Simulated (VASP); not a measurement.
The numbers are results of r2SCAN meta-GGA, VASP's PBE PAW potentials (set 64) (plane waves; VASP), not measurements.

Input for VASP

File KPOINTS:
```
Automatic mesh
0
Gamma
7 7 3
0 0 0
```

### INCAR
```
# general
SYSTEM   =  Sn3Te2Se
PREC     =  Accurate
ENCUT    =  400
LREAL    =  F   # projection in real space or not
LASPH    =  T

# electronic loop
EDIFF    =  1E-6   # SCF stop (eV)
NELM     =  100
ALGO     =  Normal
LMAXMIX  =  4   # l cut-off of mixed one-centre charges
LMIXTAU  =  T

# smearing
ISMEAR   =  1   # Methfessel-Paxton
SIGMA    =  0.1

# functional
METAGGA  =  R2SCAN

# ions
IBRION   =  2   # conjugate gradients
NSW      =  60
ISIF     =  3
EDIFFG   =  -0.02   # ionic stop

# output
LWAVE    =  F
LCHARG   =  F
```

**POSCAR**
```
Sn3Te2Se
1.0
  4.4246489070   0.0000000000   0.0000000000
 -2.2123244535   3.8318587579   0.0000000000
  0.0000000000   0.0000000000  10.8128463788
Sn Te Se
3 2 1
Cart
  0.0000000000   0.0000000000   5.4064231894
 -0.0000022123   2.5545737826   1.6413225303
  2.2123266658   1.2772849753   9.1715238485
 -0.0000022123   2.5545737826   7.2903264710
  2.2123266658   1.2772849753   3.5225199078
  0.0000000000   0.0000000000   0.0000000000
```

POTCAR, in this order: Sn_d Te Se (PBE.64 set). Program: vasp_std.

The run wrote:

File OSZICAR:
```
       N       E                     dE             d eps       ncg     rms          rms(c)
DAV:   1     0.394558458134E+03    0.39456E+03   -0.25387E+04  1460   0.176E+03
DAV:   2    -0.731254071484E+02   -0.46768E+03   -0.45883E+03  1444   0.469E+02
DAV:   3    -0.146273622123E+03   -0.73148E+02   -0.70742E+02  1696   0.172E+02
DAV:   4    -0.150747067107E+03   -0.44734E+01   -0.44103E+01  1656   0.423E+01
DAV:   5    -0.150905898008E+03   -0.15883E+00   -0.15860E+00  1924   0.829E+00    0.706E+00
DAV:   6    -0.147194733987E+03    0.37112E+01   -0.22529E+00  1976   0.163E+01    0.506E+00
DAV:   7    -0.140370159953E+03    0.68246E+01   -0.17452E+00  1476   0.731E+00    0.157E+00
DAV:   8    -0.141179432092E+03   -0.80927E+00   -0.18464E+00  1500   0.742E+00    0.114E+00
DAV:   9    -0.140995231978E+03    0.18420E+00   -0.10924E-01  1592   0.241E+00    0.701E-01
DAV:  10    -0.140997421047E+03   -0.21891E-02   -0.18790E-02  1612   0.697E-01    0.452E-01
DAV:  11    -0.141181867980E+03   -0.18445E+00   -0.18580E-01  1468   0.260E+00    0.260E-01
DAV:  12    -0.141192693503E+03   -0.10826E-01   -0.22245E-02  1568   0.794E-01    0.135E-01
DAV:  13    -0.141203554453E+03   -0.10861E-01   -0.41509E-03  1524   0.404E-01    0.857E-02
DAV:  14    -0.141205476176E+03   -0.19217E-02   -0.75358E-03  1488   0.544E-01    0.827E-02
DAV:  15    -0.141207352206E+03   -0.18760E-02   -0.10742E-03  1508   0.213E-01    0.454E-02
DAV:  16    -0.141207109484E+03    0.24272E-03   -0.17616E-04  1556   0.812E-02    0.183E-02
DAV:  17    -0.141207372816E+03   -0.26333E-03   -0.10630E-04  1536   0.644E-02    0.701E-03
DAV:  18    -0.141207380449E+03   -0.76327E-05   -0.65479E-06  1544   0.145E-02    0.667E-03
DAV:  19    -0.141207402594E+03   -0.22145E-04   -0.32752E-06  1196   0.156E-02    0.501E-03
DAV:  20    -0.141207439416E+03   -0.36822E-04   -0.93381E-06  1332   0.181E-02    0.252E-03
DAV:  21    -0.141207452415E+03   -0.12999E-04   -0.10327E-05  1496   0.210E-02    0.217E-03
DAV:  22    -0.141207453033E+03   -0.61779E-06   -0.45627E-07   832   0.440E-03
   1 F= -.14120745E+03 E0= -.14120748E+03  d E =-.141207E+03
       N       E                     dE             d eps       ncg     rms          rms(c)
DAV:   1    -0.141208955409E+03   -0.15030E-02   -0.48570E-02  1840   0.214E+00    0.242E-01
DAV:   2    -0.141207764224E+03    0.11912E-02   -0.33218E-03  1816   0.626E-01    0.105E-01
DAV:   3    -0.141207552268E+03    0.21196E-03   -0.11740E-03  1864   0.337E-01    0.321E-02
DAV:   4    -0.141207496313E+03    0.55955E-04   -0.27380E-04  1492   0.110E-01    0.136E-02
DAV:   5    -0.141207581434E+03   -0.85121E-04   -0.96770E-05  1488   0.618E-02    0.787E-03
DAV:   6    -0.141207583172E+03   -0.17382E-05   -0.99635E-06  1424   0.196E-02    0.466E-03
DAV:   7    -0.141207584948E+03   -0.17763E-05   -0.16059E-06  1084   0.924E-03    0.119E-03
DAV:   8    -0.141207582508E+03    0.24410E-05   -0.58925E-07   804   0.643E-03    0.816E-04
DAV:   9    -0.141207584283E+03   -0.17751E-05   -0.30241E-07   788   0.449E-03    0.466E-04
DAV:  10    -0.141207583446E+03    0.83698E-06   -0.62998E-08   780   0.224E-03
   2 F= -.14120758E+03 E0= -.14120761E+03  d E =-.130413E-03
```

File OUTCAR:
```
------------------------ aborting loop because EDIFF is reached ----------------------------------------
  FORCE on cell =-STRESS in cart. coord.  units (eV):
  Direction    XX          YY          ZZ          XY          YZ          ZX
  --------------------------------------------------------------------------------------
  Total        0.0494325      0.0494325     -0.0208067      0.0000000      0.0000000      0.0000000
  in kB        0.4327681      0.4327682     -0.1821568      0.0000000      0.0000000      0.0000000
  external PRESSURE =       0.2277932 kB  Pullay stress =       0.0000000 kB
  volume of cell :      183.01
      direct lattice vectors                 reciprocal lattice vectors
     4.423361076  0.000000000  0.000000000     0.226072433  0.130522966  0.000000000
    -2.211680538  3.830743463  0.000000000    -0.000000000  0.261045933  0.000000000
     0.000000000  0.000000000 10.800223465     0.000000000  0.000000000  0.092590677
 POSITION                                       TOTAL-FORCE (eV/Angst)
 -----------------------------------------------------------------------------------
      4.42336      0.00000      5.40011        -0.000000      0.000000      0.000000
     -0.00000      2.55383      1.64039         0.000000     -0.000000      0.012590
      2.21168      1.27691      9.15983        -0.000000      0.000000     -0.012590
     -0.00000      2.55383      7.28179         0.000000      0.000000     -0.002741
      2.21168      1.27691      3.51844        -0.000000     -0.000000      0.002741
      4.42336      0.00000      0.00000        -0.000000      0.000000      0.000000
 -----------------------------------------------------------------------------------
    total drift:                                0.000000      0.000000      0.000000
  FREE ENERGIE OF THE ION-ELECTRON SYSTEM (eV)
  ---------------------------------------------------
  free  energy   TOTEN  =      -141.2075834456 eV

  energy  without entropy=     -141.2076649391  energy(sigma->0) =     -141.20761061

 reached required accuracy - stopping structural energy minimisation
```
(Selected blocks of OUTCAR.)

CONTCAR:
```
Sn3Te2Se
   1.00000000000000
     4.4233610761150803    0.0000000000000000    0.0000000000000000
    -2.2116805380575402    3.8307434632872046    0.0000000000000000
     0.0000000000000000    0.0000000000000000   10.8002234645795259
  Sn              Te              Se
     3     2     1
Direct
     1.0000000000000000    0.0000000000000000    0.5000000000000000
     0.3333330000000032    0.6666669999999968    0.1518851594828995
     0.6666669999999968    0.3333330000000032    0.8481148405171005
     0.3333330000000032    0.6666669999999968    0.6742255967188824
     0.6666669999999968    0.3333330000000032    0.3257744032811176
     1.0000000000000000    0.0000000000000000    0.0000000000000000
```

The structure comes from a computed database's Sn3Te2Se entry (P-3m1); how it stands against other phases isn't given here. This run relaxes it. Symmetry was kept, so distortions that lower it aren't found. The start is the result of an earlier pass.
